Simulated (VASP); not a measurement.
Consider the following.

```xyz
2
Lattice="0.0000 3.1479 3.1479 3.1479 0.0000 3.1479 3.1479 3.1479 0.0000" Properties=species:S:1:pos:R:3 pbc="T T T"
Tl     0.0000     0.0000     0.0000
Bi     3.1479     3.1479     3.1479
```

Level of theory: PBEsol GGA, VASP's PBE PAW potentials (set 64) (plane waves; VASP). Settings: 400 eV cut-off, 9×9×9 Γ-centred mesh, first-order Methfessel-Paxton smearing of 0.10 eV, potentials Tl_d Bi_d.

Unless said otherwise, spin-orbit coupling is left out, though it shifts the bands of the heavy elements here.

What does the run give for the energy per atom (σ→0), band gap (on the k-mesh) with the smallest direct gap where there is one?

```json
{
 "band gap (on the k-mesh)": "none (metal, semimetal or under 0.01 eV)",
 "energy per atom (σ→0)": "-3.304 eV/atom"
}
```

The structure was generated: TlBi was put into the rock salt type (Fm-3m), which need not be its known phase. It was relaxed first. The start is the result of an earlier pass.
